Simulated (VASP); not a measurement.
```yaml
crystal:
  lattice:
    - [3.73901, 0.00000, 0.00000]
    - [-1.86951, 3.23808, 0.00000]
    - [0.00000, 0.00000, 6.12261]
  atoms:
    - { symbol: Zr, position: [0.00000, 0.00000, 0.00000] }
    - { symbol: Se, position: [0.33333, 0.66667, 0.25870] }
    - { symbol: Se, position: [0.66667, 0.33333, 0.74130] }
```

Calculation: PBEsol GGA, VASP's PBE PAW potentials (set 64) (plane waves; VASP). Numerical set-up: 400 eV cut-off, 8×8×4 Γ-centred mesh, tetrahedra with Blöchl corrections, potentials Zr_sv Se.

Without a dispersion term in the relaxation, distances and binding between the weakly bound layers, chains or molecules are unreliable, and so is what depends on them.

**Question.** What does the run give for the energy per atom (σ→0)?

**Answer.** 
```json
{
  "energy per atom (σ→0)": "-6.936 eV/atom"
}
```

The structure comes from a measured ZrSe2 entry (P-3m1) of the Crystallography Open Database, whose conditions weren't checked. It was relaxed first.
